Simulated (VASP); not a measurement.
Calculation: revTPSS meta-GGA, VASP's PBE PAW potentials (set 64) (plane waves; VASP).

VASP ran on this input.

### INCAR
```
ALGO=Normal
EDIFF=1E-6
EDIFFG=-0.01
ENCUT=520
IBRION=2
ISIF=3
ISMEAR=0
LASPH=.TRUE.
LCHARG=.FALSE.
LMAXMIX=4
LMIXTAU=.TRUE.
LREAL=.FALSE.
LWAVE=.FALSE.
METAGGA=RTPSS
NELM=100
NSW=60
PREC=Accurate
SIGMA=0.05
SYSTEM=SrO
```

File POSCAR:
```
SrO
1.0
  0.0000000000   2.5800000000   2.5800000000
  2.5800000000   0.0000000000   2.5800000000
  2.5800000000   2.5800000000   0.0000000000
Sr O
1 1
Cartesian
  0.0000000000   0.0000000000   0.0000000000
  2.5800000000   2.5800000000   2.5800000000
```

KPOINTS:
```
Automatic mesh
0
Gamma
8 8 8
0 0 0
```

POTCAR, in this order: Sr_sv O (PBE.64 set). Program: vasp_std.

### Question
Estimate the energy per atom (σ→0), volume per atom, band gap (on the k-mesh).

### Answer

```json
{
 "energy per atom (σ→0)": "-2.005 eV/atom",
 "band gap (on the k-mesh)": "3.27 eV",
 "volume_per_atom": "17.37 Å³/atom"
}
```

OSZICAR:
```
...
DAV:   4    -0.400923408341E+01    0.66891E-05   -0.76537E-04  1072   0.207E-01    0.734E-02
DAV:   5    -0.400915593945E+01    0.78144E-04   -0.15106E-04   700   0.164E-01    0.342E-02
DAV:   6    -0.400929499660E+01   -0.13906E-03   -0.17121E-04   704   0.150E-01    0.136E-02
DAV:   7    -0.400932980413E+01   -0.34808E-04   -0.49644E-05   884   0.680E-02    0.121E-02
DAV:   8    -0.400932840157E+01    0.14026E-05   -0.73222E-06   828   0.308E-02    0.860E-03
DAV:   9    -0.400933661390E+01   -0.82123E-05   -0.77300E-06   700   0.358E-02    0.267E-03
DAV:  10    -0.400933631633E+01    0.29757E-06   -0.14607E-07   360   0.479E-03
   3 F= -.40093363E+01 E0= -.40093363E+01  d E =-.133481E-02
```

The compound is SrO in the rock salt structure. This run relaxes it. Symmetry was kept, so distortions that lower it aren't found.
